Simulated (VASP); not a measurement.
Ta2SiN2:

```
Ta Si N
1.0
     3.52860    0.04283    0.08362
    -1.72720    3.05822   -0.00848
     0.30666    0.14113   12.80080
Ta Si N
4 2 4
Direct
  0.65076 0.32251 0.10265
  0.33034 0.67031 0.89004
  0.33173 0.66369 0.60863
  0.65433 0.33933 0.38829
  0.98106 0.99398 0.24796
  0.00680 0.00352 0.74224
  0.66462 0.34028 0.93456
  0.34607 0.67015 0.06898
  0.33231 0.66328 0.43086
  0.67759 0.32661 0.56659
```

The cell was built by a generator and needn't be a form met in nature.

* Program: VASP 6.6.1
* Task: relaxation of cell and atoms
* Functional: PBE
* Potentials or basis: VASP PAW PBE potentials, release 64 (Ta_pv, Si, N)
* Cutoff: 520 eV
* k mesh: 7 × 7 × 2
* Occupations: gaussian, width 0.15 eV
* Spin: no spin polarisation

At the start: pressure -6.6 GPa; volume 13.90 Å³/atom.

Task: How do energy, volume and symmetry change on relaxing?

Result: Over 15 steps the energy falls by 53.3 meV/atom and the volume is 13.45 Å³/atom (-3.2 %); space group P6_3/mmc (No. 194, to 0.05 Å).

Step by step:
| step | energy change (eV) | largest force (eV/Å) | pressure (GPa) | volume (Å³) |
| --- | --- | --- | --- | --- |
| 1 | 0.0000 | 1.5488 | -6.61 | 138.99 |
| 2 | -0.1960 | 0.9649 | 13.60 | 127.64 |
| 3 | -0.4099 | 0.7822 | 3.99 | 132.18 |
| 4 | -0.4894 | 0.3962 | -2.26 | 135.72 |
| 5 | -0.5074 | 0.4456 | -0.48 | 134.62 |
| 6 | -0.5236 | 0.1556 | 0.11 | 134.30 |
| 7 | -0.5242 | 0.1885 | 0.27 | 134.23 |
| 8 | -0.5293 | 0.1204 | -0.23 | 134.53 |
| 9 | -0.5299 | 0.1177 | -0.41 | 134.66 |
| 10 | -0.5311 | 0.0596 | 0.56 | 134.14 |
| 11 | -0.5313 | 0.0721 | 0.26 | 134.28 |
| 12 | -0.5321 | 0.0486 | 0.06 | 134.42 |
| 13 | -0.5322 | 0.0582 | 0.00 | 134.45 |
| 14 | -0.5326 | 0.0306 | -0.06 | 134.48 |
| 15 | -0.5328 | 0.0290 | -0.12 | 134.51 |

Final structure:
```
CELL_PARAMETERS angstrom
3.48554 0.00195 -0.00053
-1.74120 3.01651 -0.00004
-0.00065 -0.00054 12.78930
ATOMIC_POSITIONS crystal
Ta 0.66232 0.33260 0.10491
Ta 0.33209 0.66684 0.89128
Ta 0.33252 0.66596 0.60484
Ta 0.66234 0.33186 0.39130
Si 0.99589 0.99893 0.24819
Si 0.99964 0.99982 0.74798
N 0.66569 0.33359 0.93308
N 0.32925 0.66616 0.06322
N 0.32973 0.66529 0.43295
N 0.66615 0.33260 0.56306
```
